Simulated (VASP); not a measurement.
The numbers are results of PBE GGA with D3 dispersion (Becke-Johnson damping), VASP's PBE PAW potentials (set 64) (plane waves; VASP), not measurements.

The input files of a VASP run:

**INCAR**
```
# general
SYSTEM   =  Ni3Al
PREC     =  Accurate
ENCUT    =  520
LREAL    =  .False.
LASPH    =  .True.

# electronic loop
EDIFF    =  1E-7
NELM     =  100
ALGO     =  Normal
LMAXMIX  =  4

# smearing
ISMEAR   =  1
SIGMA    =  0.1

# functional
GGA      =  PE
IVDW     =  12

# spin
ISPIN    =  2
MAGMOM   =  -0.0 0.3 0.3 0.3

# ions
ISIF     =  2

# output
LWAVE    =  .False.
LCHARG   =  .False.
LORBIT   =  10
```

KPOINTS:
```
Automatic mesh
0
G
  9 9 9
```

POSCAR:
```
Ni3Al
1
    3.5586496265     0.0000000000     0.0000000000
    0.0000000000     3.5586496265     0.0000000000
    0.0000000000     0.0000000000     3.5586496265
Al Ni
1 3
Direct
  0.0000000000   0.0000000000   0.0000000000
  0.0000000000   0.5000000000   0.5000000000
  0.5000000000   0.0000000000   0.5000000000
  0.5000000000   0.5000000000   0.0000000000
```

POTCAR, in this order: Al Ni (PBE.64 set). Program: vasp_std.

Question: What will the output report for the number of irreducible k-points (NKPTS), largest plane-wave count, number of space-group operations, FFT grid (NGX, NGY, NGZ)?

Answer: 
The number of irreducible k-points (NKPTS) is 35 and the largest plane-wave count is 1236. The number of space-group operations is 48 and the FFT grid (NGX, NGY, NGZ) is 28 × 28 × 28.

The compound is Ni3Al in the L1_2 structure. This cell is one point of a volume scan, at 1.03 of the reference volume.
